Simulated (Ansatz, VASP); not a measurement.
TaTe: VASP beside Ansatz

File INCAR:

```
PREC = Accurate
ENCUT = 520
EDIFF = 1E-7
ISMEAR = -1
SIGMA = 0.05
LREAL = F
LASPH = T
NELM = 60
ALGO = Normal
ISIF = 2
LWAVE = F
LCHARG = F
GGA = PE
NBANDS = 16
```

File KPOINTS:

```
regular mesh
0
Gamma
  8 8 8
```

POSCAR

```
TaTe
1.0
    3.3738669013      0.0000000000      0.0000000000
    0.0000000000      3.3738669013      0.0000000000
    0.0000000000      0.0000000000      3.3738669013
Ta Te
1 1
Direct
    0.5000000000      0.5000000000      0.5000000000
    0.0000000000      0.0000000000      0.0000000000
```

input.yaml

```yaml
crystal:
  lattice:
    - [3.3738669013, 0.0, 0.0]
    - [0.0, 3.3738669013, 0.0]
    - [0.0, 0.0, 3.3738669013]
  atoms:
    - { symbol: Ta, position: [0.5, 0.5, 0.5] }
    - { symbol: Te, position: [0.0, 0.0, 0.0] }
hamiltonian:
  xc: pbe
  pseudopotentials: { kind: paw }
kpoints:
  mp_grid: { grid: [8, 8, 8] }
scf:
  occupations: { method: fermi_dirac, width: 0.05 }
output:
  forces: true
  stress: true
  eigenvalues: true
  write_density: true
  write_potential: true
  elf: true
  volumetric_format: npy
```

Change from the starting cell: volume scaled by 0.96.

Alike in both runs: task single point; functional PBE; k mesh 8 × 8 × 8; occupations fermi-dirac, width 0.05 eV; no spin polarisation.

```csv
,VASP,Ansatz
version,VASP 6.6.1,Ansatz 0.2.0
potentials or method,"VASP PAW PBE potentials, release 64 (Ta_pv, Te)",Ansatz PAW
plane-wave cutoff (eV),520,420
valence electrons in the cell,17,29
```

```csv
,VASP,Ansatz,Ansatz less VASP
gap on the k mesh at the Fermi level (eV),none,none,-
pressure (GPa),6.7,6.6,-0.06
```

A gap of «none» marks a metal or a gap that the smearing closes. The two sets of potentials don't hold the same shells in valence.

Spin-orbit coupling is left out, which matters for the levels of Ta, Te.
